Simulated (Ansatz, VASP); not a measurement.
## Cross-check of HfSi2As4 (HfSi2As4 monolayer) between VASP and Ansatz

Wanted: the spread between two codes on one cell, functional and k mesh. The cell is taken from a series of runs on this material, whose earlier steps may have relaxed, scaled, displaced or heated it; both programs get it as it stands.

Calculated with Ansatz 0.2.0; plane waves, with VASP 6.6.1 beside it; single point at PBE with D3(BJ).

### 1. The structure

The cell holds 7 atoms: 4 As, 2 Si and 1 Hf. Its edges and angles: a = 3.729 Å, b = 3.729 Å, c = 27.965 Å, α = 90.0°, β = 90.0°, γ = 120.0°. Vacuum lies along c.

Structure file:

```xyz
7
Lattice="3.7289 0.0000 0.0000 -1.8644 3.2293 0.0000 0.0000 0.0000 27.9649" Properties=species:S:1:pos:R:3
As    0.0000    0.0000    9.0000
As    0.0000    2.1529   12.4053
As    0.0000    2.1529   15.5596
As    0.0000    0.0000   18.9649
Si    0.0000    2.1529   10.0728
Si    0.0000    2.1529   17.8920
Hf    0.0000    0.0000   13.9824
```

### 2. VASP: single point, PBE with D3(BJ)

With cell and atoms fixed, the geometry can't cause a difference; cores, projectors, grids and the points listed under the comparison can.

Lines of VASP's logs that name or quote its potential files are left out, and so is its time.

INCAR

```
SYSTEM = HfSi2As4
PREC = Accurate
ENCUT = 400
EDIFF = 1E-06
NELM = 120
ISMEAR = -1
SIGMA = 0.02585
LREAL = .FALSE.
ALGO = Normal
GGA = PE
IVDW = 12
NBANDS = 26
LASPH = .TRUE.
LORBIT = 11
LWAVE = .FALSE.
LCHARG = .FALSE.
ISIF = 2
LDIPOL = .TRUE.
IDIPOL = 3
DIPOL = 0.5 0.5 0.5
LVHAR = .TRUE.
GGA_COMPAT = .FALSE.
NELMDL = -8
KPAR = 2
```

POSCAR

```
HfSi2As4
1.0
    3.7288918829      0.0000000000      0.0000000000
   -1.8644459415      3.2293150986      0.0000000000
    0.0000000000      0.0000000000     27.9648578985
As Si Hf
4 2 1
Direct
    0.0000000000      0.0000000000      0.3218324954
    0.3333333333      0.6666666667      0.4436020449
    0.3333333333      0.6666666667      0.5563979551
    0.0000000000      0.0000000000      0.6781675046
    0.3333333333      0.6666666667      0.3601954715
    0.3333333333      0.6666666667      0.6398045285
    0.0000000000      0.0000000000      0.5000000000
```

KPOINTS

```
Automatic mesh
0
Gamma
18 18 1
0 0 0
```

Potentials, in the order of the species: As, Si and Hf_pv (PBE family, release 64).

Command:

```sh
$ mpirun -np 2 vasp_std
```

Numbers of over 12 decimals in the logs are rounded to 6 here.

The log of the run:

```text
[banner, memory and clock lines left out]
running    2 mpi-ranks, on    1 nodes
 distrk:  each k-point on    1 cores,    2 groups
 distr:  one band on    1 cores,    1 groups

 POSCAR found type information on POSCAR AsSiHf
 POSCAR found :  3 types and       7 ions
 LDA part: xc-table for (Slater+PW92), standard interpolation
 POSCAR, INCAR and KPOINTS ok, starting setup
 FFT: planning ... GRIDC
 FFT: planning ... GRID_SOFT
 FFT: planning ... GRID
 WAVECAR not read
 entering main loop
       N       E                     dE             d eps       ncg     rms          rms(c)
DAV:   1     0.158843118328E+03    0.15884E+03   -0.13750E+04  2276   0.918E+02
DAV:   2    -0.267505105365E+02   -0.18559E+03   -0.18184E+03  2518   0.189E+02
DAV:   3    -0.419657324292E+02   -0.15215E+02   -0.15051E+02  2358   0.521E+01
DAV:   4    -0.424175274863E+02   -0.45180E+00   -0.45048E+00  2806   0.101E+01
DAV:   5    -0.424298698048E+02   -0.12342E-01   -0.12336E-01  2664   0.153E+00
DAV:   6    -0.424304658588E+02   -0.59605E-03   -0.59600E-03  3080   0.306E-01
DAV:   7    -0.424304734457E+02   -0.75869E-05   -0.75863E-05  2656   0.319E-02
DAV:   8    -0.424304736880E+02   -0.24230E-06   -0.24234E-06  2344   0.509E-03    0.480E+01
DAV:   9    -0.411654018608E+02    0.12651E+01   -0.34763E+00  2096   0.725E+00    0.328E+01
DAV:  10    -0.410978339288E+02    0.67568E-01   -0.20136E+00  2478   0.718E+00    0.661E+00
DAV:  11    -0.410197599199E+02    0.78074E-01   -0.61436E-01  2500   0.416E+00    0.193E+00
DAV:  12    -0.410181975765E+02    0.15623E-02   -0.58086E-02  2462   0.932E-01    0.606E-01
DAV:  13    -0.410179922003E+02    0.20538E-03   -0.26218E-03  2518   0.304E-01    0.312E-01
DAV:  14    -0.410177758262E+02    0.21637E-03   -0.15996E-03  2514   0.161E-01    0.487E-02
[...]
DAV:  19    -0.410179615123E+02   -0.70655E-04   -0.90823E-06  2026   0.881E-03    0.412E-03
DAV:  20    -0.410179932909E+02   -0.31779E-04   -0.50748E-06  1978   0.728E-03    0.282E-03
DAV:  21    -0.410180051280E+02   -0.11837E-04   -0.62408E-07  1846   0.280E-03    0.902E-04
DAV:  22    -0.410180127309E+02   -0.76029E-05   -0.18125E-07  1564   0.147E-03    0.638E-04
DAV:  23    -0.410180164342E+02   -0.37033E-05   -0.84476E-08  1470   0.875E-04    0.343E-04
DAV:  24    -0.410180180708E+02   -0.16365E-05   -0.13643E-07  1602   0.716E-04    0.435E-04
DAV:  25    -0.410180195945E+02   -0.15238E-05   -0.47810E-08  1420   0.612E-04    0.154E-04
DAV:  26    -0.410180202744E+02   -0.67990E-06   -0.96079E-09  1210   0.308E-04
   1 F= -.43282533E+02 E0= -.43281396E+02  d E =-.227261E-02
```

OUTCAR, selected parts (step 2):

```text
ion  position               nearest neighbor table
   1  0.000  0.000  0.322-   5 2.41   5 2.41   5 2.41
   2  0.333  0.667  0.444-   5 2.33   7 2.67   7 2.67   7 2.67
   3  0.333  0.667  0.556-   6 2.33   7 2.67   7 2.67   7 2.67
   4  0.000  0.000  0.678-   6 2.41   6 2.41   6 2.41
   5  0.333  0.667  0.360-   2 2.33   1 2.41   1 2.41   1 2.41
   6  0.333  0.667  0.640-   3 2.33   4 2.41   4 2.41   4 2.41
   7  0.000  0.000  0.500-   2 2.67   3 2.67   2 2.67   3 2.67   2 2.67   3 2.67

  LATTYP: Found a hexagonal cell.
 ALAT       =     3.7288918829
 C/A-ratio  =     7.4995089095

 Subroutine GETGRP returns: Found 12 space group operations
 (whereof 12 operations were pure point group operations)

The static configuration has the point symmetry D_3h.

 Found     37 irreducible k-points:

   k-points           NKPTS =     37   k-points in BZ     NKDIM =     37   number of bands    NBANDS=     26

   dimension x,y,z NGX =    24 NGY =   24 NGZ =  192
   dimension x,y,z NGXF=    48 NGYF=   48 NGZF=  384

   ENCUT  =  400.0 eV  29.40 Ry    5.42 a.u.   6.08  6.08 45.60*2*pi/ulx,y,z

   NELECT =      38.0000    total number of electrons

 k-points in reciprocal lattice and weights: Automatic mesh
   0.00000000  0.00000000  0.00000000       0.003
   0.05555556  0.00000000  0.00000000       0.019
   0.11111111  0.00000000  0.00000000       0.019
   0.16666667 -0.00000000  0.00000000       0.019
   0.22222222  0.00000000  0.00000000       0.019
   0.27777778  0.00000000  0.00000000       0.019
   0.33333333  0.00000000  0.00000000       0.019
   0.38888889  0.00000000  0.00000000       0.019
   0.44444444  0.00000000  0.00000000       0.019
[...]
0.33333333  0.27777778  0.00000000       0.037
   0.33333333  0.33333333  0.00000000       0.006

 dipolmoment           0.000000      0.000000      0.000000 electrons x Angstroem

 average (electrostatic) potential at core
       1 -55.0096       2 -54.3227       3 -54.3227       4 -55.0096       5 -90.5975
       6 -90.5975       7 -42.9662

 E-fermi :  -0.5824

 k-point     1 :       0.0000    0.0000    0.0000
  band No.  band energies     occupation
    ...
     13      -1.6591      2.00000
     14      -1.6591      2.00000
     15      -1.5598      2.00000
     16      -1.4573      2.00000
     17      -1.4573      2.00000
     18      -0.4824      0.04086
     19      -0.4824      0.04086
     20       0.1417      0.00000
     21       1.0573      0.00000
     22       1.3126      0.00000
    ...

 k-point     2 :       0.0556    0.0000    0.0000
  band No.  band energies     occupation
    ...
     14      -1.7421      2.00000
     15      -1.7399      2.00000
     16      -1.5708      2.00000
     17      -1.4996      2.00000
     18      -0.5867      1.08255
     19      -0.5443      0.37260
     20       0.2288      0.00000
     21       1.3723      0.00000
     22       1.5207      0.00000
     23       2.2281      0.00000
    ...

 k-point     3 :       0.1111    0.0000    0.0000
  band No.  band energies     occupation
    ...
     15      -1.9499      2.00000
     16      -1.6161      2.00000
     17      -1.5470      2.00000
     18      -0.8659      1.99997
     19      -0.7117      1.98662
     20       0.2616      0.00000
     21       1.6303      0.00000
     22       1.6493      0.00000
     23       2.4702      0.00000
     24       2.5168      0.00000
    ...

 Edisp (eV)   -2.26451

  Total       0.09492     0.09492     0.17845    -0.00000     0.00000     0.00000
  in kB       0.45159     0.45159     0.84903    -0.00000     0.00000     0.00000
  external pressure =        0.58 kB  Pullay stress =        0.00 kB

  energy-cutoff  :      400.00
  volume of cell :      336.75
      direct lattice vectors                 reciprocal lattice vectors
     3.728891883  0.000000000  0.000000000     0.268176185  0.154831593  0.000000000
    -1.864445942  3.229315099  0.000000000     0.000000000  0.309663185  0.000000000
     0.000000000  0.000000000 27.964857899     0.000000000  0.000000000  0.035759166

 POSITION                                       TOTAL-FORCE (eV/Angst)
 -----------------------------------------------------------------------------------
      0.00000      0.00000      9.00000        -0.000000     -0.000000     -0.039444
     -0.00000      2.15288     12.40527        -0.000000      0.000000      0.050373
     -0.00000      2.15288     15.55959        -0.000000      0.000000     -0.050373
      0.00000      0.00000     18.96486        -0.000000     -0.000000      0.039444
     -0.00000      2.15288     10.07282         0.000000     -0.000000      0.001934
     -0.00000      2.15288     17.89204         0.000000     -0.000000     -0.001934
      0.00000      0.00000     13.98243         0.000000     -0.000000      0.000000
 -----------------------------------------------------------------------------------
    total drift:                                0.000000     -0.000000     -0.000000

  FREE ENERGIE OF THE ION-ELECTRON SYSTEM (eV)
  ---------------------------------------------------
  free  energy   TOTEN  =       -43.2825325347 eV

  energy  without entropy=      -43.2802599294  energy(sigma->0) =      -43.28139623

 vacuum level on the upper side and lower side of the slab         4.390         4.390

 total charge
# of ion       s       p       d       tot
------------------------------------------
    1        1.257   1.497   0.039   2.793
    2        1.206   1.657   0.037   2.899
    3        1.206   1.657   0.037   2.899
    4        1.257   1.497   0.039   2.793
    5        0.759   0.835   0.000   1.594
    6        0.759   0.835   0.000   1.594
    7        0.311   6.458   1.590   8.358
--------------------------------------------------
tot          6.754  14.437   1.741  22.933

[... 3 further parts left out ...]
```

### 3. Ansatz: single point, PBE with D3(BJ)

Ansatz runs on its default PAW (the set named soft_2) files.

The same cell, functional, mesh and smearing now go to Ansatz, which takes its cutoff from its data sets.

input.yaml

```yaml
crystal:
  lattice:
    - [3.7288918829, 0.0, 0.0]
    - [-1.8644459415, 3.2293150986, 0.0]
    - [0.0, 0.0, 27.9648578985]
  atoms:
    - { symbol: As, position: [0.0, 0.0, 0.3218324954] }
    - { symbol: Si, position: [0.3333333333, 0.6666666667, 0.3601954715] }
    - { symbol: As, position: [0.3333333333, 0.6666666667, 0.4436020449] }
    - { symbol: Hf, position: [0.0, 0.0, 0.5] }
    - { symbol: As, position: [0.3333333333, 0.6666666667, 0.5563979551] }
    - { symbol: Si, position: [0.3333333333, 0.6666666667, 0.6398045285] }
    - { symbol: As, position: [0.0, 0.0, 0.6781675046] }
kpoints:
  mp_grid: { grid: [18, 18, 1] }
  band_path:
    path: [[0, 0, 0], [0.5, 0, 0], [0.33333333, 0.33333333, 0], [0, 0, 0]]
    npoints: 16
hamiltonian:
  xc: pbe
  dispersion: d3bj
scf:
  occupations: { method: fermi_dirac, width: 0.02585 }
  convergence: { dr2_threshold: 1.0e-10 }
efield:
  axis: 3
  dipole_correction: true
  ramp_position: 0.97
  ramp_width: 0.06
  amplitude: 0
output:
  dos: { projected: true, e_range: [-6, 5] }
  write_potential: true
  write_density: true
  volumetric_format: npy
  elf: true
```

Command:

```sh
$ ansatz run input.yaml --threads 4 --pin off --max-ram 6144MiB --backend cpu --events-out ev --progress --plain --runs-dir out
```

The log of the run:

```text
Engine: ansatz 0.2.0, x86_64-unknown-linux-gnu
Pseudopotentials: kind: paw
Pseudopotential: As, paw, valence charge 15, recommended cutoff 420 eV (normal), As.paw.azcp
Pseudopotential: Si, paw, valence charge 4, recommended cutoff 420 eV (normal), Si.paw.azcp
Pseudopotential: Hf, paw, valence charge 26, recommended cutoff 420 eV (normal), Hf.paw.azcp
Functional definition: PBE
  parameter kappa = 0.804
  parameter beta = 0.066725
  exchange = pbe_x(kappa = kappa, mu = beta*pi^2/3)
  correlation = pbe_c(beta = beta)
Crystal: 7 atoms, lattice volume = 336.746 Å³
Basis set: ecut = 420 eV, 6597 PW (Γ)
Bands: 57, of which v1, the nominal top of the filled ones, is band 47 counted from 1 (46 counted from 0)
Symmetry: 6 space group operations
k-points: 37 of 324 (time reversal used)
Non-local potential: As, projectors of the file, l = 0: 2, l = 1: 2, l = 2: 3, l = 3: 1
Non-local potential: Si, projectors of the file, l = 0: 2, l = 1: 2, l = 2: 2
Non-local potential: Hf, projectors of the file, l = 0: 3, l = 1: 2, l = 2: 2, l = 3: 3
PAW form: soft (Blöchl's): semilocal exchange-correlation on the pseudo side does not see the compensation charge
PAW one-centre angular grid: As, 590 points (default); XC on 64 Gauss nodes
PAW one-centre angular grid: Si, 110 points (default); XC on 64 Gauss nodes
PAW one-centre angular grid: Hf, 590 points (default); XC on 64 Gauss nodes
Initial density: superposition of atomic densities (neutral atoms: chi_scale 0, normalization atom), corrected by the library's trained network
Initial wavefunctions: pseudopotential atomic-orbital guess
Functional: x = pbe(κ = 0.804, μ = 0.219515), c = pbe(β = 0.066725)
SCF iter   1: F=—  HF=-36421.365855 eV  |F-HF|=—  |Δ(HF+E_count)|=         —  Δρ=2.53e-3  dr2=2.61e-2  ethr=1.77e-3  p=0.000 e·Å  D=1.97e-13 V/Å  ΔV_dip=-0.00 eV  dr2_dipole=7.43e-8  V_vac-E_F(+/−)=4.88/4.88 eV  ⟨swp⟩=7.6  Hψ=8434  notcnv=0  defer=9
efield: sawtooth ramp at fractional position 0.9700 (set: `efield.ramp_position`, or a place that a band, a saddle search or an elastic batch's reference lends), width 0.0600; the density the first Hamiltonian is built on has a dipole p = 0.000 e·Å; the dipole correction subtracts the counter field D = 1.97e-13 V/Å, which shifts the + side's vacuum level by -0.00 eV against the − side's; the planar-averaged density in the ramp window peaks in size at 3.7e-6 e/Å³
preconditioner: auto → LDOS  [metal: Δε(μ)=0.041 eV  Ē_g=10.369 eV  σ=0.026 eV  W_gap=0.35  n_scr=72 (ndim 8)  ℏωp=13.7 eV  f_vac=0.530  D(μ)=1.02/eV (n_scr^D=6)  β→1.0]
SCF iter   2: F=—  HF=-36421.370908 eV  |F-HF|=—  |Δ(HF+E_count)|=   5.05e-3  Δρ=1.31e-3  dr2=3.23e-2  ethr=2.78e-5  p=0.000 e·Å  D=6.90e-5 V/Å  ΔV_dip=-0.00 eV  dr2_dipole=5.32e-7  V_vac-E_F(+/−)=4.93/4.93 eV  ⟨swp⟩=3.0  Hψ=4732  notcnv=0  defer=107
SCF iter   3: F=—  HF=-36421.367035 eV  |F-HF|=—  |Δ(HF+E_count)|=   3.87e-3  Δρ=5.27e-4  dr2=7.89e-3  ethr=2.78e-5  p=-0.000 e·Å  D=-5.84e-5 V/Å  ΔV_dip=0.00 eV  dr2_dipole=3.62e-7  V_vac-E_F(+/−)=5.01/5.01 eV  ⟨swp⟩=3.1  Hψ=3068  notcnv=0  defer=107
SCF iter   4: F=—  HF=-36421.366146 eV  |F-HF|=—  |Δ(HF+E_count)|=   8.89e-4  Δρ=1.70e-4  dr2=4.52e-4  ethr=8.40e-6  p=0.000 e·Å  D=3.14e-5 V/Å  ΔV_dip=-0.00 eV  dr2_dipole=7.87e-8  V_vac-E_F(+/−)=4.97/4.97 eV  ⟨swp⟩=2.0  Hψ=2291  notcnv=0  defer=107
SCF iter   5: F=—  HF=-36421.366055 eV  |F-HF|=—  |Δ(HF+E_count)|=   9.03e-5  Δρ=3.95e-5  dr2=2.20e-5  ethr=4.80e-7  p=-0.000 e·Å  D=-7.45e-5 V/Å  ΔV_dip=0.00 eV  dr2_dipole=4.51e-7  V_vac-E_F(+/−)=4.97/4.97 eV  ⟨swp⟩=2.6  Hψ=3616  notcnv=0  defer=107
SCF iter   6: F=—  HF=-36421.366048 eV  |F-HF|=—  |Δ(HF+E_count)|=   7.54e-6  Δρ=1.33e-5  dr2=2.02e-6  ethr=2.34e-8  p=0.000 e·Å  D=7.43e-5 V/Å  ΔV_dip=-0.00 eV  dr2_dipole=4.26e-7  V_vac-E_F(+/−)=4.96/4.97 eV  ⟨swp⟩=2.8  Hψ=4161  notcnv=0  defer=107
SCF iter   7: F=—  HF=-36421.366146 eV  |F-HF|=—  |Δ(HF+E_count)|=   9.76e-5  Δρ=7.20e-6  dr2=7.13e-7  ethr=2.15e-9  p=-0.000 e·Å  D=-4.56e-5 V/Å  ΔV_dip=0.00 eV  dr2_dipole=1.61e-7  V_vac-E_F(+/−)=4.97/4.96 eV  ⟨swp⟩=2.1  Hψ=2928  notcnv=0  defer=107
SCF iter   8: F=—  HF=-36421.366145 eV  |F-HF|=—  |Δ(HF+E_count)|=   4.57e-9  Δρ=2.85e-6  dr2=3.42e-8  ethr=7.59e-10  p=-0.000 e·Å  D=-6.64e-6 V/Å  ΔV_dip=0.00 eV  dr2_dipole=3.31e-9  V_vac-E_F(+/−)=4.97/4.96 eV  ⟨swp⟩=2.0  Hψ=2342  notcnv=0  defer=107
SCF iter   9: F=—  HF=-36421.366146 eV  |F-HF|=—  |Δ(HF+E_count)|=   1.90e-8  Δρ=9.76e-7  dr2=4.23e-9  ethr=3.64e-11  p=-0.000 e·Å  D=-2.95e-6 V/Å  ΔV_dip=0.00 eV  dr2_dipole=6.83e-10  V_vac-E_F(+/−)=4.97/4.96 eV  ⟨swp⟩=2.0  Hψ=3747  notcnv=0  defer=107
SCF iter  10: F=—  HF=-36421.366146 eV  |F-HF|=—  |Δ(HF+E_count)|=   3.67e-9  Δρ=2.88e-7  dr2=3.07e-10  ethr=4.50e-12  p=0.000 e·Å  D=1.11e-7 V/Å  ΔV_dip=-0.00 eV  dr2_dipole=4.48e-12  V_vac-E_F(+/−)=4.96/4.96 eV  ⟨swp⟩=2.0  Hψ=2823  notcnv=0  defer=107
SCF iter  11: F=—  HF=-36421.366146 eV  |F-HF|=—  |Δ(HF+E_count)|=  6.55e-10  Δρ=1.26e-7  dr2=2.17e-10  ethr=1.00e-12  p=-0.000 e·Å  D=-5.83e-7 V/Å  ΔV_dip=0.00 eV  dr2_dipole=2.62e-11  V_vac-E_F(+/−)=4.96/4.96 eV  ⟨swp⟩=11.2  Hψ=6591  notcnv=0
SCF iter  12: F=-36421.366146 eV  HF=-36421.366146 eV  |F-HF|=1.46e-11  |Δ(HF+E_count)|=  7.28e-11  Δρ=5.90e-8  dr2=9.34e-12  ethr=1.00e-12  p=0.000 e·Å  D=3.39e-8 V/Å  ΔV_dip=-0.00 eV  dr2_dipole=1.31e-13  V_vac-E_F(+/−)=4.96/4.96 eV  ⟨swp⟩=2.0  Hψ=4547  notcnv=0
SCF 1 converged in 12 iterations: F = -36421.366146 eV  dr2 = 9.34e-12
  greatest PAW one-centre occupation: 0.999 electrons in one spin orbital (limit 2), on the As atom at site 0 (counted from 0), in its partial waves of l = 2
NSCF: frozen V_eff on 49 k-points
efield: sawtooth ramp at fractional position 0.9700 (kept from the solve that this one continues, or follows in the run), width 0.0600; the density the first Hamiltonian is built on has a dipole p = 0.000 e·Å; the dipole correction subtracts the counter field D = 3.39e-8 V/Å, which shifts the + side's vacuum level by -0.00 eV against the − side's; the planar-averaged density in the ramp window peaks in size at 2.5e-7 e/Å³
WARN: The output density's exchange-correlation potential varies sharply where the density is thin. Do not read a vacuum level from v_tot or v_xc, or from such a field of the output density. On a cell that repeats whose density bears no net charge and no dipole along the vacuum's axis use v_es (v_loc + v_h of the components); under efield.dipole_correction with no amplitude use v_es + v_field, which holds any externa [...]
SCF converged after 12 iterations
Free energy (F): -36421.366146 eV
Harris-Foulkes:  -36421.366146 eV  (|F-HF|=1.46e-11)
Internal energy: -36421.363874 eV  (E = F + TS)
E sigma→0 (E₀):  -36421.365010 eV
Entropy (-TS):   -0.002271 eV (-0.324 meV/atom)
Fermi energy:    1.816284 eV
Dipole field:    D = -0.000000 V/Å  (p = -0.000001 e·Å, saw-weighted, corrected)
Work function:   Φ+ = 4.9650 eV   Φ− = 4.9650 eV
Levels:          The Fermi level and band energies are counted from a zero that moves with the ramp; work functions are not
--- Per-component energies (eV) ---
  E_band       = -1867.452758
  E_kinetic    = 918.066508
  E_local      = -129359.475268  (includes V_loc(G=0)·N_el)
  E_nonlocal   = -3875.695015
  E_hartree    = 64389.743009
  E_xc         = -727.722010
  E_vxc        = -677.310590  (∫ρ·V_xc dr)
  E_paw        = -15293.177891  (= ΣΔE_a)
  E_vpaw       = 2347.475986  (= ΣTr[D̂ρ^β])
  E_aug_tail   = 0.000045  (compensation charges beyond the density's cutoff)
  E_efield     = 0.000000  (sawtooth field / dipole correction)
  E_vefield    = 0.000000  (∫n·V_field dr)
  E_ewald      = 47529.161562
  E_disp       = -2.264814  (pairwise vdW)
  E_smearing   = -0.002271  (= −TS)
  E_closure    = 0.000000  (closes the sum)
  Σ components = -36421.366146   (vs F -36421.366146, Δ=0.00e0)
--- Band table (eV; the first three rows and the last of 37) ---
  k-point 0: bands = [... 43 lower, 0.9446, 0.9446, 1.9167, 1.9167, 2.5442, 3.4649, 3.7164, 4.6715, ... 6 higher]
  k-point 1: bands = [... 43 lower, 0.8234, 0.9012, 1.8124, 1.8547, 2.6291, 3.7795, 3.9261, 4.6310, ... 6 higher]
  k-point 2: bands = [... 43 lower, 0.7778, 0.8507, 1.5333, 1.6868, 2.6598, 4.0364, 4.0554, 4.8716, ... 6 higher]
  k-point 36: bands = [... 43 lower, -0.8965, -0.6794, 0.2898, 1.1460, 3.1012, 3.6041, 4.0788, 4.3021, ... 6 higher]
```

### 4. Side by side

Known differences besides the potentials themselves: the data sets hold 94 valence electrons in Ansatz (on its default PAW (the set named soft_2) files) and 38 in VASP; the cutoff is 420 eV in Ansatz and 400 eV in VASP. Total energies have different zeros and are not compared.

Both answers:

```csv
quantity,Ansatz,VASP,difference
"work function, lower of the two faces (eV)",4.96,4.97,-0.01
"work function, higher of the two faces (eV)",4.96,4.97,-0.01
```

With vacuum in the cell, a pressure given here is an average over mostly empty space and none of the material.

### 5. Summary of results

| Item | Value |
| --- | --- |
| difference in work function, lower of the two faces (single point, PBE with D3(BJ)) | -0.0074 eV |

**Reading.** The difference in work function, lower of the two faces is -0.0074 eV (single point, PBE with D3(BJ)). The data sets hold unlike numbers of valence electrons (94 in Ansatz and 38 in VASP), so part of the differences comes from the potentials. Such differences can come from data sets, numerical settings and the points named under the comparisons, not from the functional's error against experiment.

[Lines on the potential files, build, host, timing and source positions are cut from VASP's logs without a mark.]

[Logs are printed without paths, hosts, clocks, repeated set-up lines and the standing remarks that a program may print on its own settings, such as how far it seeks lower states.]

[Hosts, paths, dates, database ids (printed as entryN), source tags and the programs' standing remarks are cut or masked in the printed files.]
